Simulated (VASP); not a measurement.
# Ca2C (Fm-3m): band edges, masses and strain, part 2 of 3

Wanted: where the band edges of Ca2C lie, how heavy the carriers are and how strain moves the gap. The cell is generated by rule, not measured, and may not be a known phase.

VASP 6.6.1, plane waves and PAW; the level of theory is named at each step.

So far. Step 3 (Bands on a dense mesh): At 9.9 GPa the cell is away from the equilibrium volume of this level: left free, it would expand.

The structure was built from a prototype and need not be the compound's stable phase.

## (4) Bands with spin-orbit coupling

This step: LDA, spin-orbit coupling; plane waves and PAW (C, Ca_sv); invented cell (VASP 6.6.1).

Spin-orbit coupling can split and shift the band edges, more so for heavy elements, so the bands are solved again with spinors.

Contents of INCAR:

```
SYSTEM = Ca2C
PREC = Accurate
ENCUT = 520
EDIFF = 1E-06
NELM = 100
ISMEAR = 0
SIGMA = 0.02
LREAL = .FALSE.
ALGO = Normal
GGA = CA
LNONCOLLINEAR = .TRUE.
MAGMOM = 0 0 0 0 0 0 0 0 0
NBANDS = 36
GGA_COMPAT = .FALSE.
LASPH = .TRUE.
LSORBIT = .TRUE.
LORBIT = 11
LWAVE = .FALSE.
LCHARG = .FALSE.
KPAR = 4
ISIF = 2
```

Contents of POSCAR:

```
Ca2C
1.0
    0.0000000000      2.9376700000      2.9376700000
    2.9376700000      0.0000000000      2.9376700000
    2.9376700000      2.9376700000      0.0000000000
C Ca
1 2
Direct
    0.0000000000      0.0000000000      0.0000000000
    0.2500000000      0.2500000000      0.2500000000
    0.7500000000      0.7500000000      0.7500000000
```

Contents of KPOINTS:

```
Automatic mesh
0
Gamma
8 8 8
0 0 0
```

Contents of KPOINTS_OPT:

```
Line mode
16
Line-mode
Reciprocal
  0.00000000   0.00000000   0.00000000 GAMMA
  0.50000000   0.00000000   0.50000000 X

  0.50000000   0.00000000   0.50000000 X
  0.50000000   0.25000000   0.75000000 W

  0.50000000   0.25000000   0.75000000 W
  0.37500000   0.37500000   0.75000000 K

  0.37500000   0.37500000   0.75000000 K
  0.00000000   0.00000000   0.00000000 GAMMA

  0.00000000   0.00000000   0.00000000 GAMMA
  0.50000000   0.50000000   0.50000000 L

  0.50000000   0.50000000   0.50000000 L
  0.62500000   0.25000000   0.62500000 U

  0.62500000   0.25000000   0.62500000 U
  0.50000000   0.25000000   0.75000000 W

  0.50000000   0.25000000   0.75000000 W
  0.50000000   0.50000000   0.50000000 L

  0.50000000   0.50000000   0.50000000 L
  0.37500000   0.37500000   0.75000000 K

  0.62500000   0.25000000   0.62500000 U
  0.50000000   0.00000000   0.50000000 X
```

PAW data sets: C and Ca_sv (LDA family, release 64).

Launch:

```sh
$ mpirun -np 4 vasp_ncl
```

The program printed:

```text
[... set-up lines as in an earlier step ...]
 entering main loop
       N       E                     dE             d eps       ncg     rms          rms(c)
DAV:   1     0.246307879308E+03    0.24631E+03   -0.11907E+04  2088   0.135E+03
DAV:   2     0.276579610036E+01   -0.24354E+03   -0.23539E+03  2184   0.411E+02
DAV:   3    -0.158353829406E+02   -0.18601E+02   -0.18068E+02  3440   0.904E+01
DAV:   4    -0.168138773461E+02   -0.97849E+00   -0.97424E+00  3036   0.187E+01
DAV:   5    -0.168667832655E+02   -0.52906E-01   -0.52882E-01  3140   0.396E+00    0.960E+00
DAV:   6    -0.137955172807E+02    0.30713E+01   -0.18258E+01  2548   0.160E+01    0.417E+00
DAV:   7    -0.136983430671E+02    0.97174E-01   -0.21722E+00  2612   0.671E+00    0.170E+00
DAV:   8    -0.136325663058E+02    0.65777E-01   -0.12180E-01  2604   0.237E+00    0.514E-01
DAV:   9    -0.136272697635E+02    0.52965E-02   -0.14607E-02  3172   0.696E-01    0.175E-01
DAV:  10    -0.136273548578E+02   -0.85094E-04   -0.24799E-03  2628   0.315E-01    0.866E-02
DAV:  11    -0.136271705126E+02    0.18435E-03   -0.11988E-03  3088   0.147E-01    0.491E-02
DAV:  12    -0.136271271870E+02    0.43326E-04   -0.12690E-04  2684   0.813E-02    0.152E-02
DAV:  13    -0.136271263491E+02    0.83796E-06   -0.29092E-05  2992   0.298E-02    0.472E-03
DAV:  14    -0.136271258378E+02    0.51128E-06   -0.22875E-06  2116   0.859E-03
   1 F= -.13627126E+02 E0= -.13627067E+02  d E =-.117419E-03  mag=    -0.0000     0.0000    -0.0000
 Start KPOINTS_OPT (optional k-point list driver)
k-point batch [1-29\160]
       N       E                     dE             ncg
DAV:   1    -0.213937815018E+04   -0.18267E+05     2088
DAV:   2    -0.897153671428E+04   -0.68322E+04     2188
DAV:   3    -0.944284234085E+04   -0.47131E+03     3440
DAV:   4    -0.947426800693E+04   -0.31426E+02     3016
DAV:   5    -0.947599506186E+04   -0.17271E+01     3184
DAV:   6    -0.947603029438E+04   -0.35233E-01     3164
DAV:   7    -0.947603148515E+04   -0.11908E-02     3116
DAV:   8    -0.947603152545E+04   -0.40303E-04     2764
DAV:   9    -0.947603152696E+04   -0.15012E-05     2288
DAV:  10    -0.947603152704E+04   -0.80277E-07     2008
[...]
k-point batch [146-160\160]
       N       E                     dE             ncg
DAV:   1     0.946278697130E+04   -0.13094E+05     1080
DAV:   2     0.599231662040E+04   -0.34705E+04     1128
DAV:   3     0.574726207574E+04   -0.24505E+03     1776
DAV:   4     0.572747982596E+04   -0.19782E+02     1552
DAV:   5     0.572653380244E+04   -0.94602E+00     1636
DAV:   6     0.572650780794E+04   -0.25994E-01     1636
DAV:   7     0.572650685743E+04   -0.95051E-03     1672
DAV:   8     0.572650682497E+04   -0.32463E-04     1388
DAV:   9     0.572650682367E+04   -0.13049E-05     1312
DAV:  10     0.572650682361E+04   -0.53697E-07     1016
```

Run time: 2.5 min. Hardware: 4 MPI ranks of AMD EPYC 7R43, shared host; peak memory 1.3 GiB; 9.9 min of CPU time.

Parts of OUTCAR (step 4):

```text
The static configuration has the point symmetry O_h .

 Found     29 irreducible k-points:

   k-points           NKPTS =     29   k-points in BZ     NKDIM =     29   number of bands    NBANDS=     36

   NELECT =      24.0000    total number of electrons

 E-fermi :   4.2843

 k-point     1 :       0.0000    0.0000    0.0000
  band No.  band energies     occupation
    ...
     20       2.5841      1.00000
     21       2.5878      1.00000
     22       2.5878      1.00000
     23       2.5878      1.00000
     24       2.5878      1.00000
     25       5.6954      0.00000
     26       5.6954      0.00000
     27       5.7488      0.00000
     28       5.7488      0.00000
     29       5.7488      0.00000
    ...

 k-point     2 :       0.1250    0.0000    0.0000
  band No.  band energies     occupation
    ...
     20       2.3558      1.00000
     21       2.7070      1.00000
     22       2.7070      1.00000
     23       2.7107      1.00000
     24       2.7107      1.00000
     25       5.8856      0.00000
     26       5.8856      0.00000
     27       5.8875      0.00000
     28       5.8875      0.00000
     29       6.3421      0.00000
    ...

  Total        3.1406875      3.1406875      3.1406875      0.0000000      0.0000000     -0.0000000
  in kB       99.2421780     99.2421780     99.2421780      0.0000000      0.0000000     -0.0000000
  external PRESSURE =      99.2421780 kB  Pullay stress =       0.0000000 kB

 POSITION                                       TOTAL-FORCE (eV/Angst)
 -----------------------------------------------------------------------------------
      0.00000      0.00000      0.00000         0.000000      0.000000      0.000000
      1.46883      1.46883      1.46883        -0.000000     -0.000000     -0.000000
      4.40650      4.40650      4.40650        -0.000000      0.000000      0.000000
 -----------------------------------------------------------------------------------
    total drift:                               -0.000000     -0.000000     -0.000000

  FREE ENERGIE OF THE ION-ELECTRON SYSTEM (eV)
  ---------------------------------------------------
  free  energy   TOTEN  =       -13.6271258378 eV

  energy  without entropy=      -13.6270084189  energy(sigma->0) =      -13.62706713

 Spin-Orbit-Coupling matrix elements
 Ion:    1  E_soc:     -0.0000203
 Ion:    2  E_soc:     -0.0063525
 Ion:    3  E_soc:     -0.0063525

 total charge
# of ion       s       p       d       tot
------------------------------------------
    1        0.849   1.422   0.000   2.272
    2        2.084   5.865   0.398   8.347
    3        2.084   5.865   0.398   8.347
--------------------------------------------------
tot          5.017  13.153   0.796  18.965

 magnetization (x)
# of ion       s       p       d       tot
------------------------------------------
    1       -0.000  -0.000   0.000  -0.000
    2        0.000  -0.000   0.000   0.000
    3        0.000  -0.000   0.000   0.000
--------------------------------------------------
tot          0.000  -0.000   0.000   0.000

 magnetization (y)
# of ion       s       p       d       tot
------------------------------------------
    1        0.000   0.000   0.000   0.000
    2        0.000  -0.000   0.000  -0.000
    3       -0.000  -0.000   0.000  -0.000
--------------------------------------------------
tot         -0.000  -0.000   0.000  -0.000

 magnetization (z)
# of ion       s       p       d       tot
------------------------------------------
    1        0.000   0.000   0.000   0.000
    2        0.000  -0.000   0.000   0.000
    3        0.000  -0.000   0.000  -0.000
--------------------------------------------------
tot          0.000  -0.000   0.000  -0.000

[... 7 parts as in an earlier step ...]

[... 5 further parts left out ...]
```

Numbers from this step:

* SCF cycles: 14
* bands: 36
* irreducible k-points: 29
* free energy (TOTEN): -13.63 eV
* energy at zero smearing: -13.63 eV
* Fermi energy: 4.284 eV
* pressure: 9.924 GPa

The spin moment in the PAW sphere vanishes on all atoms.

On-site spin-orbit energy by atom:

```tsv
atom	on-site spin-orbit energy (eV)
C1	0.0000
Ca2	-0.0064
Ca3	-0.0064
```

Electronic bands along the path, in eV, zero at the Fermi level; # counts the bands kept, so #1 is VASP's band 17:

```tsv
point	#3	#4	#5	#6	#7	#8	#9	#10
Γ	-1.70	-1.70	-1.70	-1.70	-1.70	-1.70	1.41	1.41
0.53 of the way	-2.59	-2.59	-0.80	-0.80	-0.78	-0.78	1.42	1.42
X	-2.34	-2.34	-0.05	-0.05	-0.01	-0.01	0.01	0.01
0.47 of the way	-2.07	-2.07	-0.37	-0.37	-0.04	-0.04	0.03	0.03
W	-1.27	-1.27	-1.27	-1.27	-0.06	-0.06	0.09	0.09
0.47 of the way	-1.61	-1.61	-0.93	-0.93	-0.12	-0.12	0.16	0.16
K	-1.76	-1.76	-0.74	-0.74	-0.22	-0.22	0.23	0.23
0.53 of the way	-2.21	-2.21	-1.22	-1.22	-1.04	-1.04	1.79	1.79
Γ	-1.70	-1.70	-1.70	-1.70	-1.70	-1.70	1.41	1.41
0.47 of the way	-2.16	-2.16	-1.31	-1.31	-1.30	-1.30	1.93	1.93
L	-2.06	-2.06	-0.72	-0.72	-0.70	-0.70	2.70	2.70
0.53 of the way	-1.77	-1.77	-0.95	-0.95	-0.51	-0.51	1.12	1.12
U	-1.76	-1.76	-0.74	-0.74	-0.22	-0.22	0.23	0.23
0.47 of the way	-1.65	-1.65	-0.89	-0.89	-0.13	-0.13	0.17	0.17
W	-1.27	-1.27	-1.27	-1.27	-0.06	-0.06	0.09	0.09
0.53 of the way	-1.75	-1.75	-0.98	-0.98	-0.49	-0.49	1.10	1.10
L	-2.06	-2.06	-0.72	-0.72	-0.70	-0.70	2.70	2.70
0.47 of the way	-1.83	-1.83	-0.91	-0.91	-0.55	-0.55	1.31	1.31
K	-1.76	-1.76	-0.74	-0.74	-0.22	-0.22	0.23	0.23
jump to U	-1.76	-1.76	-0.74	-0.74	-0.22	-0.22	0.23	0.23
0.53 of the way	-2.20	-2.20	-0.19	-0.19	-0.04	-0.04	0.00	0.00
X	-2.34	-2.34	-0.05	-0.05	-0.01	-0.01	0.01	0.01
```

Of the projections kept (C, Ca), the largest for each band there; the rest of the weight can lie on other orbitals:

```tsv
point	#3	#4	#5	#6	#7	#8	#9	#10
Γ	Ca 0.54	Ca 0.54	Ca 0.54	Ca 0.54	Ca 0.54	Ca 0.54	C 0.62	C 0.62
X	Ca 0.53	Ca 0.53	Ca 0.98	Ca 0.98	C 0.71	C 0.71	C 0.71	C 0.71
W	C 0.55	C 0.55	C 0.55	C 0.55	C 0.71	C 0.71	Ca 0.89	Ca 0.89
K	C 0.51	C 0.51	C 0.58	C 0.58	C 0.66	C 0.66	Ca 0.87	Ca 0.87
Γ	Ca 0.54	Ca 0.54	Ca 0.54	Ca 0.54	Ca 0.54	Ca 0.54	C 0.62	C 0.62
L	Ca 0.53	Ca 0.53	C 0.58	C 0.58	C 0.58	C 0.58	Ca 0.66	Ca 0.66
```

## (5) Orbitals for bands with HSE06

This step: PBE; plane waves and PAW (C, Ca_sv); invented cell (VASP 6.6.1).

The hybrid starts from PBE orbitals, which saves many expensive cycles.

Contents of INCAR:

```
SYSTEM = Ca2C
PREC = Accurate
ENCUT = 520
EDIFF = 1E-05
NELM = 100
ISMEAR = 0
SIGMA = 0.02
LREAL = .FALSE.
ALGO = Normal
GGA = PE
NBANDS = 18
LORBIT = 11
LWAVE = .TRUE.
LCHARG = .FALSE.
KPAR = 4
```

POSCAR is that of step 4.

Contents of KPOINTS:

```
Automatic mesh
0
Gamma
4 4 4
0 0 0
```

Launch:

```sh
$ mpirun -np 4 vasp_std
```

The program printed:

```text
[banner, memory and clock lines left out]
running    4 mpi-ranks, on    1 nodes
 distrk:  each k-point on    1 cores,    4 groups
 distr:  one band on    1 cores,    1 groups

 POSCAR found type information on POSCAR C Ca
 POSCAR found :  2 types and       3 ions
|                                                                             |
|               ----> ADVICE to this user running VASP <----                  |
|                                                                             |
|     You enforced a specific xc type in the INCAR file but a different       |
|     [... a line on the potential file left out ...]
|     I HOPE YOU KNOW WHAT YOU ARE DOING!                                     |
|                                                                             |

 LDA part: xc-table for (Slater+PW92), standard interpolation
 POSCAR, INCAR and KPOINTS ok, starting setup
 FFT: planning ... GRIDC
 FFT: planning ... GRID_SOFT
 FFT: planning ... GRID
 WAVECAR not read
 entering main loop
       N       E                     dE             d eps       ncg     rms          rms(c)
DAV:   1     0.210760307487E+03    0.21076E+03   -0.12930E+04   288   0.133E+03
DAV:   2     0.718747433332E+00   -0.21004E+03   -0.20731E+03   296   0.381E+02
DAV:   3    -0.144520293987E+02   -0.15171E+02   -0.15125E+02   532   0.783E+01
DAV:   4    -0.148107388824E+02   -0.35871E+00   -0.35844E+00   366   0.127E+01
DAV:   5    -0.148228187617E+02   -0.12080E-01   -0.12077E-01   484   0.169E+00    0.965E+00
DAV:   6    -0.117464357751E+02    0.30764E+01   -0.28282E+01   314   0.155E+01    0.416E+00
DAV:   7    -0.115637293533E+02    0.18271E+00   -0.23253E+00   310   0.668E+00    0.193E+00
DAV:   8    -0.115061498423E+02    0.57580E-01   -0.40971E-01   356   0.306E+00    0.672E-01
DAV:   9    -0.114978906402E+02    0.82592E-02   -0.97513E-02   386   0.909E-01    0.269E-01
DAV:  10    -0.115016999127E+02   -0.38093E-02   -0.66713E-02   348   0.755E-01    0.384E-01
DAV:  11    -0.114974863362E+02    0.42136E-02   -0.21182E-02   364   0.369E-01    0.461E-02
DAV:  12    -0.114975356002E+02   -0.49264E-04   -0.39258E-04   370   0.133E-01    0.245E-02
DAV:  13    -0.114975298600E+02    0.57401E-05   -0.50907E-05   304   0.364E-02
   1 F= -.11497530E+02 E0= -.11496814E+02  d E =-.143171E-02
 writing wavefunctions
```

Run time: 4.4 s. Hardware: 4 MPI ranks; peak memory 0.59 GiB.

Parts of OUTCAR (step 5):

```text
   k-points           NKPTS =      8   k-points in BZ     NKDIM =      8   number of bands    NBANDS=     18

   NELECT =      24.0000    total number of electrons

 E-fermi :   4.5536

 k-point     1 :       0.0000    0.0000    0.0000
  band No.  band energies     occupation
    ...
      8     -16.0084      2.00000
      9      -4.2964      2.00000
     10       2.8960      2.00000
     11       2.8960      2.00000
     12       2.8960      2.00000
     13       5.9414      0.00000
     14       6.2139      0.00000
     15       6.2139      0.00000
     16      11.1709      0.00000
     17      11.1709      0.00000
    ...

  Total        5.1073569      5.1073569      5.1073569     -0.0000000     -0.0000000      0.0000000
  in kB      161.3867109    161.3867109    161.3867109     -0.0000000     -0.0000000      0.0000000
  external PRESSURE =     161.3867109 kB  Pullay stress =       0.0000000 kB

 POSITION                                       TOTAL-FORCE (eV/Angst)
 -----------------------------------------------------------------------------------
      0.00000      0.00000      0.00000        -0.000000     -0.000000     -0.000000
      1.46883      1.46883      1.46883         0.000000      0.000000      0.000000
      4.40650      4.40650      4.40650        -0.000000     -0.000000     -0.000000
 -----------------------------------------------------------------------------------
    total drift:                               -0.000000     -0.000000      0.000000

  FREE ENERGIE OF THE ION-ELECTRON SYSTEM (eV)
  ---------------------------------------------------
  free  energy   TOTEN  =       -11.4975298600 eV

  energy  without entropy=      -11.4960981491  energy(sigma->0) =      -11.49681400

[... 6 parts as in an earlier step ...]

[... 10 further parts left out ...]
```

The k-mesh is coarse for a metal. The PAW data sets were made with LDA, a small mismatch for this functional.

Numbers from this step:

```
SCF cycles              : 13
bands                   : 18
irreducible k-points    : 8
free energy (TOTEN)     : -11.50 eV
energy at zero smearing : -11.50 eV
Fermi energy            : 4.554 eV
pressure                : 16.14 GPa
```

[end of part 2 of 3]

[Lines on the potential files, build, host, timing and source positions are cut from VASP's logs without a mark.]

[Logs are printed without paths, hosts, clocks, repeated set-up lines and the standing remarks that a program may print on its own settings, such as how far it seeks lower states.]

[Hosts, paths, dates, database ids (printed as entryN), source tags and the programs' standing remarks are cut or masked in the printed files.]

[In band tables of VASP the shares of atoms and orbitals are scaled to a sum of 1 inside the atoms' spheres.]

[Gaps and slopes under strain along one axis are those of the sampled path and mesh points; where strain splits equal valleys, another of them can be the edge.]
